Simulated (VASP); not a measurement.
Si2N under changes of volume

One of the cells (13.648 Å³/atom); the others are scaled copies at fixed shape and fractional positions:

```
Si N
1.0
    -2.05911    2.05911    2.41425
     2.05911   -2.05911    2.41425
     2.05911    2.05911   -2.41425
Si N
2 1
Direct
  0.75000 0.25000 0.50000
  0.25000 0.75000 0.50000
  0.00000 0.00000 0.00000
```

The cell was built by a generator and needn't be a form met in nature.

| Item | Value |
| --- | --- |
| Program | VASP 6.6.1 |
| Functional | PBE |
| Potentials or basis | VASP PAW PBE potentials, release 64 (Si, N) |
| Cutoff | 520 eV |
| k mesh | 9 × 9 × 9 |
| Occupations | fermi-dirac, width 0.05 eV |
| Spin | no spin polarisation |

| volume (Å³/atom) | energy over the lowest point (meV/atom) | pressure (GPa) |
| --- | --- | --- |
| 12.578 | ? | ? |
| 12.845 | 6.76 | 4.3 |
| 13.113 | 1.24 | 2.1 |
| 13.648 | 0.00 | -1.5 |
| 13.916 | 3.75 | -3.1 |
| 14.184 | 9.94 | -4.4 |

Task: What does the run at 12.578 Å³/atom give?

Result: Energy over the lowest point 16.00 meV/atom; pressure 6.6 GPa.

Worked out: A Birch-Murnaghan fit of order 3 (a polynomial in V^(-2/3)) to the other rows has its minimum at 13.43 Å³/atom with B0 = V·E''(V) = 90 GPa and B' = 4.0 at fixed shape and positions, which overstates the stiffness. It gives 16.02 meV/atom at 12.578 Å³/atom, against the run's 16.00, and -dE/dV = 6.7 GPa, against 6.6.

Energies are extrapolated to zero smearing.
